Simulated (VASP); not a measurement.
BaO (rock salt): the lattice constant a from VASP (plane waves, PAW) at several levels of theory. Static lattice. The measured value holds thermal and zero-point effects that the static calculation lacks.

```json
[
 {"level": "LDA", "lattice constant a (Å)": "5.482", "error against measurement": "-1.0 %"},
 {"level": "PBE", "lattice constant a (Å)": "5.617", "error against measurement": "+1.4 %"},
 {"level": "PBEsol", "lattice constant a (Å)": "5.535", "error against measurement": "-0.1 %"},
 {"level": "RPBE", "lattice constant a (Å)": "5.684", "error against measurement": "+2.6 %"},
 {"level": "AM05", "lattice constant a (Å)": "5.557", "error against measurement": "+0.3 %"},
 {"level": "PBE-D3(BJ)", "lattice constant a (Å)": "5.573", "error against measurement": "+0.6 %"},
 {"level": "PBE-D4", "lattice constant a (Å)": "5.579", "error against measurement": "+0.7 %"},
 {"level": "optB88-vdW", "lattice constant a (Å)": "5.585", "error against measurement": "+0.8 %"},
 {"level": "rev-vdW-DF2", "lattice constant a (Å)": "5.573", "error against measurement": "+0.6 %"}
]
```

Measured: 5.540 Å at 300 K (as given by Juan A. Santana et al., The Journal of Chemical Physics (2016), arXiv:1608.06321).

The cell of the LDA run:

```
BaO
1.0
    0.00000     2.74098     2.74098
    2.74098     0.00000     2.74098
    2.74098     2.74098     0.00000
Ba O
1 1
Direct
  0.00000   0.00000   0.00000
  0.50000   0.50000   0.50000
```

Only levels that ran to the end are used. Left out are those held back, those with too coarse a band path, GW runs whose mesh misses a band edge, hybrids' fits of cells that aren't cubic and levels without matching references; a question may draw on a part of the rest.

The compound is BaO in the rock salt structure.
